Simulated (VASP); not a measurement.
## MgBe: single point with PBEsol0

MgBe:

```
Mg Be
1.0
     2.39955    0.00000    0.00000
    -1.19977    2.07807    0.00000
     0.00000    0.00000    4.90091
Mg Be
1 1
Direct
  0.00000 0.00000 0.04335
  0.00000 0.00000 0.59051
```

The cell was built by a generator and needn't be a form met in nature.

```
Program             : VASP 6.6.1
Task                : single point
Functional          : PBEsol0
Potentials or basis : VASP PAW PBE potentials, release 64 (Mg, Be)
Cutoff              : 520 eV
k mesh              : 7 × 7 × 3
Occupations         : methfessel-paxton, width 0.2 eV
Spin                : no spin polarisation
```

```
Pressure               : 32.2 GPa
Largest force          : 1.390 eV/Å
Band gap on the k mesh : none (metal or under the smearing width)
```

Forces on the atoms (eV/Å):
```
Mg   0.000  0.000  1.390
Be   0.000  0.000 -1.390
```

Stress tensor (GPa, compression positive):
```
40.33  0.00  0.00
 0.00 40.33  0.00
 0.00  0.00 16.02
```

Levels at points of the mesh, in eV from the Fermi level:
```tsv
k point	band 1	band 2	band 3	band 4	band 5
(0.00, 0.00, 0.00)	-12.03	-5.94	-4.93	11.58	14.18
```

Run time: 3.8 min on 1 thread of Intel(R) Xeon(R) Platinum 8259CL CPU @ 2.50GHz (Skylake/Cascade Lake), with other jobs on the host, peak memory 0.14 GiB.

Caveat: the k mesh is coarse (spacing up to 0.43 Å⁻¹), so the values aren't converged, least of all with exact exchange; a pressure of tens of GPa on the cell as given is suspect, and the run, the potentials or the cell itself is likely at fault; the PAW data sets were made with another functional, which shifts forces and pressure a little.
